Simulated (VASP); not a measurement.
# BaB: relaxation of cell and atoms with PBE

The system is BaB.

```xyz
2
Lattice="3.6668 0.0000 0.0000 0.0000 3.6668 0.0000 0.0000 0.0000 3.6668" Properties=species:S:1:pos:R:3 pbc="T T T"
Ba    0.0000    0.0000    0.0000
B     1.8334    1.8334    1.8334
```

The cell was built by a generator and needn't be a form met in nature.

* Program: VASP 6.6.1
* Task: relaxation of cell and atoms
* Functional: PBE
* Potentials or basis: VASP PAW PBE potentials, release 64 (Ba_sv, B)
* Cutoff: 600 eV
* k mesh: 16 × 16 × 16
* Occupations: gaussian, width 0.1 eV
* Spin: no spin polarisation
* Dipole correction: no
* Further INCAR settings: ALGO = Fast; EDIFF = 1e-06; IBRION = 2; EDIFFG = -0.01; NSW = 100; ISIF = 3

The relaxed volume is 25.64 Å³/atom, the relaxed cell is a = 3.715 Å, b = 3.715 Å, c = 3.715 Å, α = 90.00°, β = 90.00°, γ = 90.00° and the space group after relaxing (to 0.05 Å) is Pm-3m (No. 221). The energy gained by relaxing is 4.9 meV/atom, the ionic steps are 3 and the pressure after relaxing is 0.0 GPa. The band gap on the k mesh is none (metal or under the smearing width).

The path:
| step | energy change (eV) | largest force (eV/Å) | pressure (GPa) | volume (Å³) |
| --- | --- | --- | --- | --- |
| 1 | 0.0000 | 0.0000 | 1.56 | 49.30 |
| 2 | -0.0096 | 0.0000 | 0.21 | 51.03 |
| 3 | -0.0098 | 0.0000 | 0.04 | 51.29 |

Final structure:
```yaml
crystal:
  lattice:
    - [3.71541, 0.00000, 0.00000]
    - [0.00000, 3.71541, 0.00000]
    - [0.00000, 0.00000, 3.71541]
  atoms:
    - { symbol: Ba, position: [0.00000, 0.00000, 0.00000] }
    - { symbol: B, position: [0.50000, 0.50000, 0.50000] }
```

Levels at points of the mesh, in eV from the Fermi level:
```
           k point  band 3  band 4  band 5  band 6  band 7  band 8  band 9  band 10
(0.00, 0.00, 0.00)  -12.42  -12.42   -6.57    0.70    0.70    1.89    1.89     1.89
(0.50, 0.00, 0.00)  -12.27  -12.27   -4.66   -2.20    0.67    0.67    1.65     6.55
(0.50, 0.50, 0.00)  -13.47  -12.14   -5.60    0.14    0.14    1.72    2.09     4.18
(0.50, 0.50, 0.50)  -13.23  -13.23   -4.22   -2.14   -2.14   -2.14    8.08     8.08
```

Run time: 3.4 min on 1 thread of Intel(R) Xeon(R) Platinum 8259CL CPU @ 2.50GHz (Skylake/Cascade Lake), on a shared host, peak memory 0.27 GiB.

Spin-orbit coupling is left out, which matters for the levels of Ba.
